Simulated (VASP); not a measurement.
Here is the system:

```
CELL_PARAMETERS angstrom
      1.38237    -2.39433     0.00000
      1.38237     2.39433     0.00000
      0.00000     0.00000     4.35369
ATOMIC_POSITIONS crystal
  Os 0.33333 0.66667 0.25000
  Os 0.66667 0.33333 0.75000
```

All values below come from optB88-vdW, VASP's PBE PAW potentials (set 64) (plane waves; VASP). Run with 520 eV cut-off, Gaussian smearing of 0.050 eV, potentials Os.

Unless said otherwise, spin-orbit coupling is left out, though it shifts the bands of the heavy elements here.

### Question
What does the run give for the band gap (along the path) with the smallest direct gap where there is one?

### Answer

```
Item                                                          Value
-------------------------  ----------------------------------------
band gap (along the path)  none (metal, semimetal or under 0.01 eV)
```

Total energies compare only between runs with the same potentials, cut-off and functional.

The compound is Os in the hcp structure. It was relaxed first.
